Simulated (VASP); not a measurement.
Computed with PBE GGA with spin-orbit coupling, VASP's PBE PAW potentials (set 64) (plane waves; VASP).

The input files of a VASP run:

**POSCAR**
```
KTaO3
8.0577610
  0.5000000025   0.0000000000   0.0000000000
  0.0000000000   0.5000000025   0.0000000000
  0.0000000000   0.0000000000   0.5000000025
K Ta O
1 1 3
direct
  0.0000000000   0.0000000000   0.0000000000
  0.5000000000   0.5000000000   0.5000000000
  0.5000000000   0.0000000000   0.5000000000
  0.0000000000   0.5000000000   0.5000000000
  0.5000000000   0.5000000000   0.0000000000
```

### KPOINTS
```
Automatic mesh
0
Gamma
5 5 5
0 0 0
```

KPOINTS_OPT:
```
k-points along high-symmetry lines
8
Line-mode
Reciprocal
  0.000000   0.000000   0.000000 ! GAMMA
  0.000000   0.500000   0.000000 ! X

  0.000000   0.500000   0.000000 ! X
  0.500000   0.500000   0.000000 ! M

  0.500000   0.500000   0.000000 ! M
  0.000000   0.000000   0.000000 ! GAMMA

  0.000000   0.000000   0.000000 ! GAMMA
  0.500000   0.500000   0.500000 ! R

  0.500000   0.500000   0.500000 ! R
  0.000000   0.500000   0.000000 ! X

  0.500000   0.500000   0.500000 ! R
  0.500000   0.500000   0.000000 ! M
```

INCAR:
```
ALGO = Normal
EDIFF = 1E-6
ENCUT = 520
GGA = PE
GGA_COMPAT = .False.
ISMEAR = 0
LASPH = .True.
LCHARG = .False.
LMAXMIX = 6
LREAL = .False.
LSORBIT = .True.
LWAVE = .False.
MAGMOM = 15*0
NELM = 100
PREC = Accurate
SIGMA = 0.05
SYSTEM = KTaO3
```

POTCAR, in this order: K_sv Ta_pv O (PBE.64 set). Program: vasp_ncl.

Problem. What does the run give for the energy per atom (σ→0), band gap (over mesh and band path)?

Solution. 
```yaml
energy per atom (σ→0): -8.334 eV/atom
band gap (over mesh and band path): 1.93 eV
```

### OSZICAR
```
...
DAV:  14    -0.416715771983E+02   -0.10530E-05   -0.12991E-06   788   0.789E-03    0.390E-03
DAV:  15    -0.416715772113E+02   -0.12984E-07   -0.28083E-07   622   0.375E-03
   1 F= -.41671577E+02 E0= -.41671577E+02  d E =-.890046E-18  mag=     0.0000    -0.0000    -0.0000
       N       E                     dE             ncg
       N       E                     dE             ncg
       N       E                     dE             ncg
       N       E                     dE             ncg
       N       E                     dE             ncg
```

The compound is KTaO3 in the cubic perovskite structure. It was relaxed first.
